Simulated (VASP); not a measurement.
Consider the following.

```
CELL_PARAMETERS angstrom
      3.42717     0.00000     0.00000
     -1.71359     2.96802     0.00000
      0.00000     0.00000     5.56434
ATOMIC_POSITIONS crystal
  Te 0.33333 0.66667 0.25000
  Te 0.66667 0.33333 0.75000
```

Calculation: PBE GGA, VASP's PBE PAW potentials (set 64) (plane waves; VASP 6.6.1). Settings: 400 eV cut-off, 7×7×4 Γ-centred mesh, Gaussian smearing of 0.050 eV, potentials Te.

### Question
Give the stress tensor in GPa (positive for a compressed cell).

### Answer

```
 2.23   0.00   0.00
 0.00   2.23   0.00
 0.00   0.00  -4.85
```
The pressure is its mean diagonal, -0.13 GPa.

The structure was generated: Te was put into the hcp type (P6_3/mmc), which need not be its known phase. The cell was not relaxed at this level. The k-mesh is coarse (spacing up to 0.30 per Å, 2π included), so the numbers may not be converged in it.
